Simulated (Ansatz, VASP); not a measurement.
# Cross-check of SnO (Romarchite) between VASP and Ansatz, part 2 of 2

Aim: how closely do two programs agree when they are given the same cell, functional and k mesh? The cell is taken from a series of runs on this material, whose earlier steps may have relaxed, scaled, displaced or heated it; both programs get it as it stands.

VASP 6.6.1 and Ansatz 0.2.0.

So far: Starting point; VASP: zone-centre phonons, PBE with D3(BJ).

**3. Ansatz: zone-centre phonons, PBE with D3(BJ)**

Level of this step: Ansatz beside VASP: Kohn-Sham DFT, plane waves, PBE with D3(BJ) (Ansatz).

Ansatz runs on its PAW soft_1 files.

The same cell, functional, mesh and smearing now go to Ansatz, which takes its cutoff from its data sets.

File input.yaml:

```yaml
crystal:
  lattice:
    - [3.7640880854, 0.0, 0.0]
    - [0.0, 3.7640880854, 0.0]
    - [0.0, 0.0, 4.4507930651]
  atoms:
    - { symbol: O, position: [0.0, 0.0, 0.0] }
    - { symbol: O, position: [0.5, 0.5, 0.0] }
    - { symbol: Sn, position: [0.5, 0.0, 0.2616526721] }
    - { symbol: Sn, position: [0.0, 0.5, 0.7383473279] }
kpoints:
  mp_grid: { grid: [12, 12, 10] }
hamiltonian:
  xc: pbe
  dispersion: d3bj
  pseudopotentials: { kind: paw, azcp: { folder: soft_1 } }
scf:
  occupations: { method: methfessel_paxton, width: 0.2 }
output:
  eigenvalues: true
phonons:
  method: dfpt
```

Started as:

```bash
$ ansatz run input.yaml --threads 8 --pin off --max-ram 16384MiB --backend cpu --events-out ev --progress --plain --runs-dir out
```

Numbers of over 12 decimals in the logs are rounded to 6 here.

The log of the run:

```text
zone centre: on kpoints.mp_grid the ground state, and the responses unless they are solved on pairs of k-points, stand on 294 of the mesh's 1440 k-points, reduced under 4 symmetry operations, with k and −k counted as one. Each operation leaves every solved displacement unchanged or reverses it
Engine: ansatz 0.2.0, aarch64-unknown-linux-gnu
Pseudopotentials: kind: paw
Pseudopotential: O, paw, valence charge 6, recommended cutoff 420 eV (normal), soft_1/O.paw.azcp
Pseudopotential: Sn, paw, valence charge 14, recommended cutoff 420 eV (normal), soft_1/Sn.paw.azcp
Functional definition: PBE
  parameter kappa = 0.804
  parameter beta = 0.066725
  exchange = pbe_x(kappa = kappa, mu = beta*pi^2/3)
  correlation = pbe_c(beta = beta)
Crystal: 4 atoms, lattice volume = 63.060 Å³
Basis set: ecut = 420 eV, 1223 PW (Γ), exchange–correlation on 60×60×60 points (8 copies of the dense FFT grid, shifted against one another)
Bands: 24, of which v1, the nominal top of the filled ones, is band 20 counted from 1 (19 counted from 0)
Symmetry: 16 space group operations
k-points: 294 of 1440 (irreducible under 4 space group operations, time reversal used)
Non-local potential: O, projectors of the file, l = 0: 2, l = 1: 2, l = 2: 1
Non-local potential: Sn, projectors of the file, l = 0: 2, l = 1: 2, l = 2: 2, l = 3: 1
PAW form: soft (Blöchl's): semilocal exchange-correlation on the pseudo side does not see the compensation charge
PAW one-centre angular grid: O, 110 points (default); XC on 64 Gauss nodes
PAW one-centre angular grid: Sn, 590 points (default); XC on 64 Gauss nodes
Initial density: superposition of atomic densities (chi_scale 0.1, normalization cell, long waves kept (reshape's long-wave potential 0.10 eV rms))
Initial wavefunctions: pseudopotential atomic-orbital guess
Functional: x = pbe(κ = 0.804, μ = 0.219515), c = pbe(β = 0.066725)
SCF iter   1: F=—  HF=-13184.868671 eV  |F-HF|=—  |Δ(HF+E_count)|=         —  Δρ=4.94e-2  dr2=1.97e0  ethr=3.10e-3  ⟨swp⟩=5.4  Hψ=31406  notcnv=0
preconditioner: auto → Kerker (q_TF=auto, 2.529 Å⁻¹)  [metal: Δε(μ)=0.069 eV  Ē_g=18.646 eV  σ=0.200 eV  W_gap=0.29  n_scr=18 (ndim 8)  ℏωp=29.6 eV  f_vac=0.000  D(μ)=0.33/eV (n_scr^D=0)]
SCF iter   2: F=—  HF=-13184.552646 eV  |F-HF|=—  |Δ(HF+E_count)|=   3.16e-1  S|Δr|=    0.00e0  Δρ=2.70e-2  dr2=7.27e-1  ethr=3.10e-3  ⟨swp⟩=3.0  Hψ=16030  notcnv=0
SCF iter   3: F=—  HF=-13184.410996 eV  |F-HF|=—  |Δ(HF+E_count)|=   1.42e-1  S|Δr|=    0.00e0  Δρ=1.46e-2  dr2=1.71e-1  ethr=1.82e-3  ⟨swp⟩=2.5  Hψ=13700  notcnv=0
SCF iter   4: F=—  HF=-13184.386115 eV  |F-HF|=—  |Δ(HF+E_count)|=   2.49e-2  S|Δr|=    0.00e0  Δρ=5.15e-3  dr2=2.08e-2  ethr=4.27e-4  ⟨swp⟩=2.5  Hψ=12157  notcnv=0
SCF iter   5: F=—  HF=-13184.384458 eV  |F-HF|=—  |Δ(HF+E_count)|=   1.66e-3  S|Δr|=    0.00e0  Δρ=1.55e-3  dr2=2.53e-3  ethr=5.20e-5  ⟨swp⟩=2.6  Hψ=12734  notcnv=0
SCF iter   6: F=—  HF=-13184.384741 eV  |F-HF|=—  |Δ(HF+E_count)|=   2.83e-4  S|Δr|=    0.00e0  Δρ=6.55e-4  dr2=3.67e-4  ethr=6.33e-6  ⟨swp⟩=3.0  Hψ=12951  notcnv=0
SCF iter   7: F=—  HF=-13184.384835 eV  |F-HF|=—  |Δ(HF+E_count)|=   9.39e-5  S|Δr|=    0.00e0  Δρ=1.84e-4  dr2=2.78e-5  ethr=9.18e-7  ⟨swp⟩=3.0  Hψ=13538  notcnv=0
SCF iter   8: F=—  HF=-13184.384846 eV  |F-HF|=—  |Δ(HF+E_count)|=   1.10e-5  S|Δr|=    0.00e0  Δρ=6.99e-5  dr2=2.75e-6  ethr=6.95e-8  ⟨swp⟩=2.2  Hψ=10061  notcnv=0
SCF iter   9: F=—  HF=-13184.384846 eV  |F-HF|=—  |Δ(HF+E_count)|=   5.38e-7  S|Δr|=    0.00e0  Δρ=2.72e-5  dr2=3.65e-7  ethr=6.87e-9  ⟨swp⟩=2.0  Hψ=12841  notcnv=0
SCF iter  10: F=—  HF=-13184.384846 eV  |F-HF|=—  |Δ(HF+E_count)|=   6.83e-9  S|Δr|=    0.00e0  Δρ=4.63e-6  dr2=1.04e-8  ethr=9.12e-10  ⟨swp⟩=2.1  Hψ=11727  notcnv=0
SCF iter  11: F=—  HF=-13184.384846 eV  |F-HF|=—  |Δ(HF+E_count)|=   7.53e-9  S|Δr|=    0.00e0  Δρ=7.86e-7  dr2=2.61e-10  ethr=2.60e-11  ⟨swp⟩=2.2  Hψ=10982  notcnv=0
SCF iter  12: F=—  HF=-13184.384846 eV  |F-HF|=—  |Δ(HF+E_count)|=  4.80e-10  S|Δr|=    0.00e0  Δρ=2.23e-7  dr2=2.96e-11  ethr=1.00e-12  ⟨swp⟩=2.5  Hψ=11434  notcnv=0
SCF iter  13: F=-13184.384846 eV  HF=-13184.384846 eV  |F-HF|=0.00e0  |Δ(HF+E_count)|=  2.55e-11  S|Δr|=    0.00e0  Δρ=8.00e-8  dr2=3.81e-12  ethr=1.00e-12  ⟨swp⟩=6.6  Hψ=32119  notcnv=0
SCF 1 converged in 13 iterations: F = -13184.384846 eV  dr2 = 3.81e-12
  greatest PAW one-centre occupation: 0.994 electrons in one spin orbital (limit 2), on the Sn atom at site 3 (counted from 0), in its partial waves of l = 2
DFPT response loops at Γ: preconditioner auto → Kerker (q_TF=auto, 2.529 Å⁻¹) (partly filled bands, converged f_vac=0.001); β = 1.00, the filter's whole step (`scf.mixing.beta` (0.50) is not read by the response loops under this deck's `scf.mixing.preconditioner`; to damp them name `kerker` or `kerker_dos`, under which they read `scf.mixing.beta`, and type it under 1.00, their step now; both keys bind the ground state too); Broyden in place of MSR1
SCF converged after 13 iterations
Stability not checked: this state was not tested for a lower state beside it, because cold or Methfessel-Paxton smearing, or corrected tetrahedra, fill the levels in a way that the test cannot read (fill_not_monotonic; see scf.lower_state_search)
Free energy (F): -13184.384846 eV
Harris-Foulkes:  -13184.384846 eV  (|F-HF|=0.00e0)
Internal energy: -13184.383077 eV  (E = F + TS)
E sigma→0 (E₀):  -13184.384404 eV
Entropy (-TS):   -0.001769 eV (-0.442 meV/atom)
Fermi energy:    11.596604 eV
--- Per-component energies (eV) ---
  E_band       = -125.185461
  E_kinetic    = 675.663211
  E_local      = -2608.182963  (includes V_loc(G=0)·N_el)
  E_nonlocal   = 395.495682
  E_hartree    = 1245.059729
  E_xc         = -395.815298
  E_vxc        = -344.438429  (∫ρ·V_xc dr)
  E_paw        = -9064.721400  (= ΣΔE_a)
  E_vpaw       = -733.844399  (= ΣTr[D̂ρ^β])
  E_aug_tail   = 0.002057  (compensation charges beyond the density's cutoff)
  E_ewald      = -3430.837865
  E_disp       = -1.046230  (pairwise vdW)
  E_smearing   = -0.001769  (= −TS)
  E_closure    = 0.000000  (closes the sum)
  Σ components = -13184.384846   (vs F -13184.384846, Δ=0.00e0)
--- Band table (eV; the first three rows and the last of 294) ---
  k-point 0: bands = [... 16 lower, 8.0185, 8.3941, 8.3941, 11.7007, 14.3372, 15.7840, 15.7840, 17.2646]
  k-point 1: bands = [... 16 lower, 8.0051, 8.3929, 8.3929, 11.6794, 14.1185, 15.4731, 15.4731, 17.1007]
  k-point 2: bands = [... 16 lower, 7.9705, 8.3893, 8.3893, 11.5447, 13.6878, 14.8902, 14.8902, 16.5205]
  k-point 293: bands = [... 16 lower, 8.3799, 8.3799, 9.0606, 9.0606, 13.7154, 13.7154, 16.5974, 16.5974]
--- Phonons (Γ-DFPT): 4 representative perturbations + reference, on 294 of 1440 k-points (Σ response iterations 15) ---
  k mesh reduced under 4 symmetry operations, with k and −k counted as one. Each operation leaves every solved displacement unchanged or reverses it
  ASR residual: 2.007e-5 → 0.000e0 eV/Å²; symmetrization residual: 3.132e-6 eV/Å²
  pairwise dispersion correction: d3bj (s6 = 1.0, s8 = 0.7875, a1 = 0.4289, a2_bohr = 4.4407), with the weights of each atom's references fixed at the reference crystal's, and the forces and stress that the weights' published response gives there kept as a pressure on the atom's counted neighbours (hamiltonian.dispersion)
  ASR residual per site (eV/Å²): 2.01e-5 2.01e-5 6.72e-6 6.72e-6
  Γ frequencies (cm⁻¹): 0.00 0.00 0.00 122.44 122.44 211.97 286.30 286.30 361.32 362.89 489.67 489.67
  non-analytic LO–TO correction: not included (Born effective charges unavailable; polar crystals: no LO–TO splitting at Γ)
```

**4. Side by side**

Known differences besides the potentials themselves: the cutoff is 420 eV in Ansatz and 600 eV in VASP; Ansatz takes the dispersion share of the force constants at frozen C6 weights, VASP differentiates the full forces; VASP uses finite displacements, Ansatz perturbation theory. Total energies have different zeros and are not compared.

The two programs side by side:

```
                  quantity  Ansatz   VASP  difference
optical mode 1 to 2 (cm⁻¹)   122.4  123.6     -0.93 %
     optical mode 3 (cm⁻¹)   212.0  212.9     -0.42 %
optical mode 4 to 5 (cm⁻¹)   286.3  290.8     -1.55 %
     optical mode 6 (cm⁻¹)   361.3  363.3     -0.54 %
     optical mode 7 (cm⁻¹)   362.9  366.2     -0.90 %
optical mode 8 to 9 (cm⁻¹)   489.7  492.1     -0.49 %
```

Modes are paired by rising frequency, not by their patterns, so a pair may set unlike modes beside each other; they are those without the splitting of longitudinal modes.

**5. Results**

| Quantity | Value |
| --- | --- |
| r.m.s. difference of the optical zone-centre modes, each program's sorted by frequency (zone-centre phonons, PBE with D3(BJ)) | 2.8 cm⁻¹ |
| difference in optical mode 4 to 5 (zone-centre phonons, PBE with D3(BJ)) | -1.5 % |

In words: The r.m.s. difference of the optical zone-centre modes, each program's sorted by frequency is 2.8 cm⁻¹ (zone-centre phonons, PBE with D3(BJ)). Among the rows given in per cent, the largest difference of the zone-centre phonons, PBE with D3(BJ) pair is in optical mode 4 to 5, -1.5 %. Such differences can come from data sets, numerical settings and the points named under the comparisons, not from the functional's error against experiment.

[Lines on the potential files, build, host, timing and source positions are cut from VASP's logs without a mark.]

[Logs are printed without paths, hosts, clocks, repeated set-up lines and the standing remarks that a program may print on its own settings, such as how far it seeks lower states.]

[Hosts, paths, dates, database ids (printed as entryN), source tags and the programs' standing remarks are cut or masked in the printed files.]
